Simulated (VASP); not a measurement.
# Valence-band splitting and top-hole masses of Si (Fd-3m) under biaxial (110) strain, r2SCAN with spin-orbit coupling

Stretching silicon in the (110) plane and squeezing it there by the same amount both lift the degeneracy of the valence-band top, yet the second level moves away from the top much faster under tension. The problem is to explain this asymmetry and to find what happens to the mass of the top hole band when the strain changes sign. The answer matters for p-channel transistors, where a light mass along the current and a wide gap to the next hole band both favour mobility. The levels are r2SCAN values with spin-orbit coupling on cells relaxed with LDA, given as depths below the valence-band top at Γ of the same cell. Strain is counted from the LDA-relaxed crystal, with tension positive.

## Calculations

The start is a typed prototype cell. The crystal was relaxed with LDA. Equal strain is imposed in the (110) plane; the strain along the normal is adjusted until the normal stress vanishes, and the atoms are relaxed with LDA. VASP 6.6.1, plane waves with PAW, cutoff 450 eV, no spin polarisation. Band edges are single points at r2SCAN with spin-orbit coupling on these cells, k mesh 8×8×8, read on short lines of k points at the zone centre and through the valleys; energies are counted from the valence-band top at the zone centre. Each level is the mean of a Kramers pair; masses are fitted within 0.05 1/Å of the zone centre and are rough where two bands nearly touch. All levels use the PAW data sets made with LDA.

Notes on method and selection:

- Runs that did not converge, have known faults or may not be shown are not listed, and runs on Ansatz's PAW sets soft_1 and soft_2 are kept to separate tables.

Columns:

- strain (%): strain in the plane (tension positive).
- second level (eV): second valence level below the top at Γ.
- third level (eV): third valence level below the top at Γ.
- mass, normal (mₑ): mass of the top hole band along the normal.
- mass, plane (mₑ): mass of the top hole band in the plane.

Input lines of one member:

```
PREC = Accurate
ENCUT = 450
EDIFF = 1E-06
NELM = 100
ISMEAR = 0
SIGMA = 0.02
LREAL = .FALSE.
ALGO = Normal
METAGGA = R2SCAN
LASPH = .TRUE.
LNONCOLLINEAR = .TRUE.
NBANDS = 18
GGA_COMPAT = .FALSE.
LSORBIT = .TRUE.
KPAR = 2
```

Command (options for logging and memory left out): `mpirun -np 2 vasp_ncl`

## Results

| member | sign of the strain | strain (%) | second level (eV) | third level (eV) | mass, normal (mₑ) | mass, plane (mₑ) |
| --- | --- | --- | --- | --- | --- | --- |
| −2 % | compression | −2.0 | 0.0708 | 0.345 | 1.383 | 0.119 |
| −1.5 % | compression | −1.5 | ? | ? | ? | ? |
| −1 % | compression | −1.0 | 0.0380 | 0.174 | 0.940 | 0.123 |
| −0.5 % | compression | −0.5 | 0.0261 | 0.098 | 0.661 | 0.138 |
| 0 % | compression | 0.0 | 0.0000 | 0.048 | 0.532 | 0.532 |
| 0 % | tension | 0.0 | 0.0000 | 0.048 | 0.532 | 0.532 |
| +0.5 % | tension | 0.5 | 0.0603 | 0.098 | 0.106 | 1.411 |
| +1 % | tension | 1.0 | 0.1270 | 0.164 | 0.111 | 1.932 |
| +1.5 % | tension | 1.5 | 0.1935 | 0.231 | 0.109 | 2.082 |
| +2 % | tension | 2.0 | 0.2584 | 0.296 | 0.108 | 2.115 |

Cells marked ? are withheld until the estimate has been made.

Least-squares fits to the members shown, with x = strain (%); R² and errors in the fitted variable (y, or ln y where the fit is in ln y):

| y | sign of the strain | members | fit | R² | rms residual | leave-one-out rms | the same for the mean of the others |
| --- | --- | --- | --- | --- | --- | --- | --- |
| third level (eV) | compression | 4 | y = 0.03380 − 0.1514 x | 0.99 | 0.012 | 0.032 | 0.15 |
| third level (eV) | tension | 5 | y = 0.04160 + 0.1258 x | 1.00 | 0.0045 | 0.0091 | 0.11 |
| second level (eV) | compression | 4 | y = 0.003880 − 0.03411 x | 0.98 | 0.0033 | 0.0072 | 0.034 |
| second level (eV) | tension | 5 | y = −0.002160 + 0.1300 x | 1.00 | 0.0016 | 0.0030 | 0.11 |

## Reading the trend

Without strain the top level is doubly degenerate, apart from Kramers pairs, and the third level lies 0.048 eV lower through spin-orbit coupling. At +2 % the second level is 0.2584 eV below the top, at −2 % only 0.0708 eV. The fitted slopes differ by a factor 0.1300 / 0.03411 = 3.81.

The asymmetry follows from the three p-like orbitals that form the band top. Strain moves the orbital along the normal [110] away from the other two, which stay close together. Tension in the plane shortens the crystal along the normal and puts this orbital on top, with the wide gap directly below it. Compression sends it to the bottom, so the wide gap lies between the second and third levels: 0.345 − 0.0708 = 0.274 eV at −2 %, close to the 0.2584 eV found at +2 %. The remaining pair would be split by spin-orbit coupling alone by 2/3 × 0.048 = 0.032 eV. Under tension its splitting stays near that, at 0.296 − 0.2584 = 0.038 eV for +2 %; at −2 % it is 0.0708 eV, so strain also separates the pair there. Shifts linear in strain would separate the pair almost equally for both signs, so this difference points to terms of higher order in strain.

The masses fit this picture, because a p-like band is light along the axis of its own orbital. From −2 % to +2 % the top-band mass along the normal falls from 1.383 to 0.108 mₑ, while the listed in-plane mass rises from 0.119 to 2.115 mₑ. The light mass is nearly in place at 0.5 % strain of either sign; the heavy one keeps growing as strain reduces the spin-orbit mixing of the orbitals.

The strained cell is orthorhombic, so one in-plane mass does not describe the whole plane. The equal unstrained masses of 0.532 mₑ suggest that the listed direction is [1−10], which is equivalent to the normal in the cubic crystal. The mass along [001] is not shown in the table.

## Estimating the withheld member

Plain estimates from the members shown:

- −1.5 % (compression), fit at x = −1.5: 0.261 eV
- −1.5 % (compression), straight-line interpolation between −2 % and −1 %: w = (−1.5 − (−2.0)) / (−1.0 − (−2.0)) = 0.500, so 0.345 + 0.500 × (0.174 − 0.345) = 0.259 eV

The third level at −1.5 % is sought. The straight line between the neighbours (0.259 eV) is a better start than the fit, which includes the bend near zero strain, but it ignores the remaining curvature.

For three p orbitals with strain shifts that sum to zero, coupled by spin-orbit interaction, the second level s and third level t obey s² + t² − s × t = 0.048² + C × x², with energies in eV and x in %. The two contributions add as squares because strain only shifts the orbitals, while spin-orbit coupling only mixes them. If the shifts are linear in strain, C is constant. The rows give

C(−1 %) = (0.0380² + 0.174² − 0.0380 × 0.174 − 0.048²) / 1.0² = 0.0228

C(−2 %) = (0.0708² + 0.345² − 0.0708 × 0.345 − 0.048²) / 2.0² = 0.0243

This slow drift can be interpolated.

At −1.5 % the midpoints are C = (0.0228 + 0.0243) / 2 = 0.02355 and s = (0.0380 + 0.0708) / 2 = 0.0544 eV. The right-hand side is 0.048² + 0.02355 × 1.5² = 0.0553, and solving for t gives

t = s / 2 + √(right-hand side − 3 × s² / 4), so

t = 0.0544 / 2 + √(0.0553 − 3 × 0.0544² / 4) = 0.258 eV.

As a trial, the −1 % member was treated as unknown and C and s were interpolated between −0.5 % and −2 %. This gives 0.174 eV, as in the table, where a straight line in t gives 0.098 + (0.345 − 0.098) / 3 = 0.180 eV. The same trial at +1 % and +1.5 %, from the nearest neighbours, misses by at most 0.0005 eV. The second level curves slightly below its chord, which could lower t by a similar amount. Together these support an error of 0.001 eV.

**Committed estimate, −1.5 % (compression): third level = 0.258 ± 0.001 eV.**

## How the estimate fared

| member | sign of the strain | strain (%) | second level (eV) | third level (eV) | mass, normal (mₑ) | mass, plane (mₑ) |
| --- | --- | --- | --- | --- | --- | --- |
| −1.5 % | compression | −1.5 | 0.0523 | 0.257 | 1.197 | 0.118 |

| member | estimate | third level (eV) | computed | estimate − computed | miss in error bars |
| --- | --- | --- | --- | --- | --- |
| −1.5 % (compression) | committed | 0.258 | 0.257 | +0.001 | 1.0 |
| −1.5 % (compression) | fit | 0.261 | 0.257 | +0.004 |  |
| −1.5 % (compression) | interpolation | 0.259 | 0.257 | +0.002 |  |

The computed third level lies 0.257 eV below the valence-band top. The estimate of 0.258 eV is 0.001 eV too deep, at the edge of its error bar, and closer than the straight line between the neighbours (+0.002 eV) and the fit (+0.004 eV).

The relation between the two lower levels passed the test. With the computed second level of 0.0523 eV, the strain coefficient is C = (0.0523² + 0.257² − 0.0523 × 0.257 − 0.048²) / 1.5² = 0.0236, the value interpolated beforehand. The weak step was the straight line for the second level, which gave 0.0544 eV. Putting 0.0523 eV into the same formula returns 0.257 eV.

This supports the picture of three p-like orbitals shifted by strain and mixed by spin-orbit coupling. Within this picture, with a constant spin-orbit coupling, the slow drift of C means that the shifts are not strictly proportional to strain.

## Where the trend breaks

Least-squares fits to the whole series, with x = strain (%); R² and errors in the fitted variable (y, or ln y where the fit is in ln y):

| y | sign of the strain | members | fit | R² | rms residual | leave-one-out rms | the same for the mean of the others |
| --- | --- | --- | --- | --- | --- | --- | --- |
| third level (eV) | compression | 5 | y = 0.03380 − 0.1506 x | 0.99 | 0.010 | 0.022 | 0.13 |
| third level (eV) | tension | 5 | y = 0.04160 + 0.1258 x | 1.00 | 0.0045 | 0.0091 | 0.11 |
| second level (eV) | compression | 5 | y = 0.003880 − 0.03356 x | 0.98 | 0.0031 | 0.0057 | 0.030 |
| second level (eV) | tension | 5 | y = −0.002160 + 0.1300 x | 1.00 | 0.0016 | 0.0030 | 0.11 |

Largest departures from the fit to the whole series:

| member | sign of the strain | third level (eV) | fit | computed − fit | in rms residuals |
| --- | --- | --- | --- | --- | --- |
| +0.5 % | tension | 0.098 | 0.104 | −0.006 | 1.4 |
| 0 % | tension | 0.048 | 0.042 | +0.006 | 1.4 |
| 0 % | compression | 0.048 | 0.034 | +0.014 | 1.4 |
| −0.5 % | compression | 0.098 | 0.109 | −0.011 | 1.1 |

None stands out: the largest departures are 1.4 rms residuals, and they come from fitting a straight line to a curved dependence. At zero strain spin-orbit coupling alone keeps the third level 0.048 eV below the top, which puts its depth above the fitted lines by 0.014 eV (compression) and 0.006 eV (tension). The first 0.5 % of strain of either sign adds 0.098 − 0.048 = 0.050 eV to this depth; the next 0.5 % adds more, 0.174 − 0.098 = 0.076 eV under compression and 0.164 − 0.098 = 0.066 eV under tension. In the three-orbital picture the rise steepens because strain gradually undoes the spin-orbit mixing of the orbitals. A straight line fitted across this bend runs too low at zero strain and too high just beyond it, so at −0.5 % and +0.5 % the depth falls short of the lines by 0.011 and 0.006 eV.

## Closing remarks

Between −2 % and +2 %, tension isolates the top hole band far better than compression. At room temperature, with kT about 0.026 eV, the second level lies 0.1270 / 0.026 = 4.9 kT below the top at +1 %, but only 0.0380 / 0.026 = 1.5 kT at −1 %.

The mass favours the opposite sign for a current along the listed in-plane direction: 0.123 mₑ at −1 % against 1.932 mₑ at +1 %, a factor 1.932 / 0.123 = 15.7. Along the normal, tension gives the light mass.

For a third level midway between members 1 % apart, the three-orbital relation is good to about 0.001 eV here.

The light masses carry an error from the functional: r2SCAN gives too small a direct gap, and a smaller gap strengthens the coupling to the conduction bands, which tends to make these masses too small.

[Logs are printed without paths, hosts, clocks, repeated set-up lines and the standing remarks that a program may print on its own settings, such as how far it seeks lower states.]
